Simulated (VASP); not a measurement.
These are PBEsol GGA, VASP's PBE PAW potentials (set 64) (plane waves; VASP) values and carry that method's errors.

A VASP calculation is set up with these files.

File POSCAR:
```
Ca
1.0
  0.0000000000   2.7286657673   2.7286657673
  2.7286657673   0.0000000000   2.7286657673
  2.7286657673   2.7286657673   0.0000000000
Ca
1
Direct
  0.0000000000   0.0000000000   0.0000000000
```

### KPOINTS
```
Automatic mesh
0
Gamma
13 13 13
0 0 0
```

INCAR:
```
ISIF = 2
LWAVE = .FALSE.
LREAL = .FALSE.
PREC = Accurate
NEDOS = 601
LCHARG = .TRUE.
ENCUT = 520
ALGO = Normal   # blocked Davidson
NELM = 100   # most electronic steps
EDIFF = 1E-7   # SCF stop (eV)
LORBIT = 11   # lm-projected
GGA = PS   # PBEsol
SYSTEM = Ca
ISMEAR = -5
LASPH = .TRUE.
```

POTCAR, in this order: Ca_sv (PBE.64 set). Program: vasp_std.

Output

OSZICAR:
```
       N       E                     dE             d eps       ncg     rms          rms(c)
DAV:   1     0.641803549205E+02    0.64180E+02   -0.52235E+03  1512   0.102E+03
DAV:   2    -0.893210412176E+00   -0.65074E+02   -0.64845E+02  1552   0.232E+02
DAV:   3    -0.209410876424E+01   -0.12009E+01   -0.11955E+01  2334   0.342E+01
DAV:   4    -0.214354165321E+01   -0.49433E-01   -0.49456E-01  2246   0.499E+00
DAV:   5    -0.214447348679E+01   -0.93183E-03   -0.93203E-03  2498   0.437E-01    0.225E+00
DAV:   6    -0.213711059424E+01    0.73629E-02   -0.83781E-03  1957   0.126E+00    0.135E+00
DAV:   7    -0.213363579172E+01    0.34748E-02   -0.14484E-02  1808   0.176E+00    0.943E-02
DAV:   8    -0.213338939090E+01    0.24640E-03   -0.12396E-03  1834   0.353E-01    0.185E-02
DAV:   9    -0.213339027952E+01   -0.88862E-06   -0.83702E-05  2324   0.824E-02    0.414E-03
DAV:  10    -0.213339331402E+01   -0.30345E-05   -0.49476E-06  2162   0.240E-02    0.921E-04
DAV:  11    -0.213339261821E+01    0.69581E-06   -0.20938E-07  2200   0.559E-03    0.580E-04
DAV:  12    -0.213339291807E+01   -0.29987E-06   -0.13788E-08  1074   0.963E-04    0.872E-05
DAV:  13    -0.213339297719E+01   -0.59111E-07   -0.64319E-09   974   0.599E-04
   1 F= -.21333930E+01 E0= -.21333930E+01  d E =0.000000E+00
```

### OUTCAR
```
------------------------ aborting loop because EDIFF is reached ----------------------------------------
  FORCE on cell =-STRESS in cart. coord.  units (eV):
  Direction    XX          YY          ZZ          XY          YZ          ZX
  --------------------------------------------------------------------------------------
  Total       -0.0318280     -0.0318280     -0.0318280      0.0000000     -0.0000000      0.0000000
  in kB       -1.2549859     -1.2549859     -1.2549859      0.0000000     -0.0000000      0.0000000
  external PRESSURE =      -1.2549859 kB  Pullay stress =       0.0000000 kB
  volume of cell :       40.63
      direct lattice vectors                 reciprocal lattice vectors
     0.000000000  2.728665767  2.728665767    -0.183239738  0.183239738  0.183239738
     2.728665767  0.000000000  2.728665767     0.183239738 -0.183239738  0.183239738
     2.728665767  2.728665767  0.000000000     0.183239738  0.183239738 -0.183239738
 POSITION                                       TOTAL-FORCE (eV/Angst)
 -----------------------------------------------------------------------------------
      0.00000      0.00000      0.00000         0.000000     -0.000000      0.000000
 -----------------------------------------------------------------------------------
    total drift:                               -0.000000     -0.000000     -0.000000
  FREE ENERGIE OF THE ION-ELECTRON SYSTEM (eV)
  ---------------------------------------------------
  free  energy   TOTEN  =        -2.1333929772 eV

  energy  without entropy=       -2.1333929772  energy(sigma->0) =       -2.13339298

 total charge

# of ion       s       p       d       tot
------------------------------------------
    1        2.088   5.830   0.170   8.087
```
(Selected blocks of OUTCAR.)

For a metal the tetrahedron method with Blöchl corrections gives inexact stress and forces.

The compound is Ca in the fcc structure. It was relaxed first, which changed the volume by -6 %.
